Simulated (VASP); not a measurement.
Output of a VASP run:

**OSZICAR**
```
       N       E                     dE             d eps       ncg     rms          rms(c)
DAV:   1     0.113095268637E+03    0.11310E+03   -0.89774E+03   762   0.124E+03
DAV:   2     0.310916475187E+01   -0.10999E+03   -0.10530E+03   869   0.288E+02
DAV:   3    -0.150282939139E+01   -0.46120E+01   -0.46017E+01   869   0.617E+01
DAV:   4    -0.152715048017E+01   -0.24321E-01   -0.24319E-01   844   0.445E+00
DAV:   5    -0.152730854230E+01   -0.15806E-03   -0.15806E-03   884   0.320E-01    0.618E+00
DAV:   6    -0.116193101197E+01    0.36538E+00   -0.70799E-01  1000   0.112E+01    0.484E+00
DAV:   7    -0.114166892092E+01    0.20262E-01   -0.15647E-01   794   0.304E+00    0.215E+00
DAV:   8    -0.114145115189E+01    0.21777E-03   -0.13935E-02   789   0.178E+00    0.231E-01
DAV:   9    -0.114135060078E+01    0.10055E-03   -0.19102E-03   854   0.673E-01    0.482E-02
DAV:  10    -0.114136334795E+01   -0.12747E-04   -0.19831E-04   799   0.214E-01    0.398E-02
DAV:  11    -0.114137757676E+01   -0.14229E-04   -0.33736E-05   779   0.581E-02    0.120E-02
DAV:  12    -0.114137660382E+01    0.97295E-06   -0.68277E-06   822   0.389E-02    0.446E-03
DAV:  13    -0.114137646190E+01    0.14191E-06   -0.65333E-07   764   0.939E-03    0.267E-03
DAV:  14    -0.114137649808E+01   -0.36170E-07   -0.52525E-08   507   0.187E-03
   1 F= -.11413765E+01 E0= -.11413765E+01  d E =-.309038E-11
```

### OUTCAR
```
------------------------ aborting loop because EDIFF is reached ----------------------------------------
  FORCE on cell =-STRESS in cart. coord.  units (eV):
  Direction    XX          YY          ZZ          XY          YZ          ZX
  --------------------------------------------------------------------------------------
  Total        0.5585640      0.5585640      0.5585640      0.0000000      0.0000000     -0.0000000
  in kB       15.8079405     15.8079405     15.8079405      0.0000000      0.0000000     -0.0000000
  external PRESSURE =      15.8079405 kB  Pullay stress =       0.0000000 kB
  volume of cell :       56.61
      direct lattice vectors                 reciprocal lattice vectors
     0.000000000  3.047610144  3.047610144    -0.164062979  0.164062979  0.164062979
     3.047610144  0.000000000  3.047610144     0.164062979 -0.164062979  0.164062979
     3.047610144  3.047610144  0.000000000     0.164062979  0.164062979 -0.164062979
  FREE ENERGIE OF THE ION-ELECTRON SYSTEM (eV)
  ---------------------------------------------------
  free  energy   TOTEN  =        -1.1413764981 eV

  energy  without entropy=       -1.1413764981  energy(sigma->0) =       -1.14137650
```
(Selected blocks of OUTCAR.)

File POSCAR:
```
CdSe
1
    0.0000000000     3.0476101444     3.0476101444
    3.0476101444     0.0000000000     3.0476101444
    3.0476101444     3.0476101444     0.0000000000
Cd Se
1 1
Direct
  0.0000000000   0.0000000000   0.0000000000
  0.2500000000   0.2500000000   0.2500000000
```

**Question.** Reconstruct the remaining input files.

**Answer.** Several could match; the one computed here: the input of the run itself, rev-vdW-DF2, plane waves, VASP's PBE PAW potentials (set 64).

### INCAR
```
SYSTEM = CdSe
PREC = Accurate
ENCUT = 520
EDIFF = 1E-7
NELM = 100
ALGO = Normal
LREAL = .FALSE.
LASPH = .TRUE.
ISMEAR = 0
SIGMA = 0.05
GGA = MK
PARAM1 = 0.1234568
PARAM2 = 0.7114
ZAB_VDW = -1.8867
LUSE_VDW = .TRUE.
AGGAC = 0.0
LMAXMIX = 4
LWAVE = .FALSE.
LCHARG = .FALSE.
ISIF = 2
```

### KPOINTS
```
K-points
0
Gamma
  8 8 8
```

POTCAR, in this order: Cd Se (PBE.64 set). Program: vasp_std.

The compound is CdSe in the zinc blende structure, whereas wurtzite is the usual form. This cell is one point of a volume scan, at 0.97 of the reference volume.
